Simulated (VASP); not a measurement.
The input files of a VASP run:

File KPOINTS:
```
Automatic mesh
0
Gamma
6 6 6
0 0 0
```

### POSCAR
```
GaAs
1
    0.0000000000     2.8250000000     2.8250000000
    2.8250000000     0.0000000000     2.8250000000
    2.8250000000     2.8250000000     0.0000000000
Ga As
1 1
Direct
  0.0000000000   0.0000000000   0.0000000000
  0.2500000000   0.2500000000   0.2500000000
```

**INCAR**
```
SYSTEM = GaAs
PREC = Accurate
ENCUT = 400
EDIFF = 1E-6
NELM = 100
ALGO = Normal
LREAL = .FALSE.
LASPH = .TRUE.
ISMEAR = 0
SIGMA = 0.05
GGA = PE
LMAXMIX = 4
LWAVE = .FALSE.
LCHARG = .FALSE.
ISIF = 2
ICHARG = 11
```

POTCAR, in this order: Ga_d As (PBE.64 set). Program: vasp_std.

Q: Does this input run properly? What does VASP do?

A: There is a fault: ICHARG = 11 asks for a fixed density, but there is no CHGCAR. VASP stops with an error: ERROR: charge density could not be read from file CHGCAR for ICHARG>10 ----> I REFUSE TO CONTINUE WITH THIS SICK JOB ... BYE!!! <----

### standard output
```
 POSCAR found type information on POSCAR GaAs
 POSCAR found :  2 types and       2 ions
 Reading from existing POTCAR
 Reading from existing POTCAR
 LDA part: xc-table for (Slater+PW92), standard interpolation
 WARNING: stress and forces are not correct
 POSCAR, INCAR and KPOINTS ok, starting setup
 WAVECAR not read
 WARNING: CHGCAR is incomplete

 -----------------------------------------------------------------------------
|                                                                             |
|     EEEEEEE  RRRRRR   RRRRRR   OOOOOOO  RRRRRR      ###     ###     ###     |
|     E        R     R  R     R  O     O  R     R     ###     ###     ###     |
|     E        R     R  R     R  O     O  R     R     ###     ###     ###     |
|     EEEEE    RRRRRR   RRRRRR   O     O  RRRRRR       #       #       #      |
|     E        R   R    R   R    O     O  R   R                               |
|     E        R    R   R    R   O     O  R    R      ###     ###     ###     |
|     EEEEEEE  R     R  R     R  OOOOOOO  R     R     ###     ###     ###     |
|                                                                             |
|     ICHARG>10                                                               |
|                                                                             |
|       ---->  I REFUSE TO CONTINUE WITH THIS SICK JOB ... BYE!!! <----       |
|                                                                             |
 -----------------------------------------------------------------------------
```

To mend it, run self-consistently first and keep its CHGCAR, or remove ICHARG. The plain static run on this cell (PBE GGA, plane waves, VASP's PBE PAW potentials (set 64)) converges, and its OSZICAR ends with
```
   1 F= -.82238594E+01 E0= -.82238594E+01  d E =-.140983E-10
```

The compound is GaAs in the zinc blende structure. The cell was not relaxed at this level.
